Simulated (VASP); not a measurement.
```
CELL_PARAMETERS angstrom
     -1.59384     1.59384     3.89148
      1.59384    -1.59384     3.89148
      1.59384     1.59384    -3.89148
ATOMIC_POSITIONS crystal
  Si 0.66534 0.66534 0.00000
  Si 0.33466 0.33466 0.00000
  W  0.00000 0.00000 0.00000
```

Level of theory: LDA (Ceperley-Alder, Perdew-Zunger), VASP's LDA PAW potentials (set 64) (plane waves; VASP 6.6.1). Numerical set-up: 520 eV cut-off, Gaussian smearing of 0.050 eV, potentials Si W_sv.

**Question.** Give the energies of bands 6 to 14 at the high-symmetry points, in eV from the Fermi level.

**Answer.** 
| band | Γ | X | P | N | M | S | R |
|---|---|---|---|---|---|---|---|
| 6 | -6.96 | -7.10 | -6.68 | -9.87 | -11.09 | -9.36 | -8.19 |
| 7 | -3.69 | -6.00 | -6.65 | -5.81 | -3.97 | -7.80 | -5.90 |
| 8 | -3.45 | -5.45 | -6.65 | -4.84 | -2.63 | -3.12 | -5.15 |
| 9 | -2.88 | -5.06 | -3.00 | -2.84 | -0.78 | -2.73 | -4.08 |
| 10 | -2.88 | -3.34 | -2.40 | -2.84 | -0.78 | -2.50 | -3.19 |
| 11 | 0.64 | -1.65 | -2.40 | -0.46 | -0.52 | -0.34 | -2.26 |
| 12 | 2.90 | 2.89 | 0.12 | 2.76 | -0.52 | 1.80 | 2.03 |
| 13 | 2.95 | 3.02 | 3.02 | 2.85 | 0.82 | 2.58 | 2.16 |
| 14 | 3.19 | 3.21 | 3.76 | 4.00 | 4.55 | 3.62 | 3.10 |

It has no gap at this level: it comes out as a metal or semimetal.

The compound is WSi2 in the MoSi2 type structure. It was relaxed first.
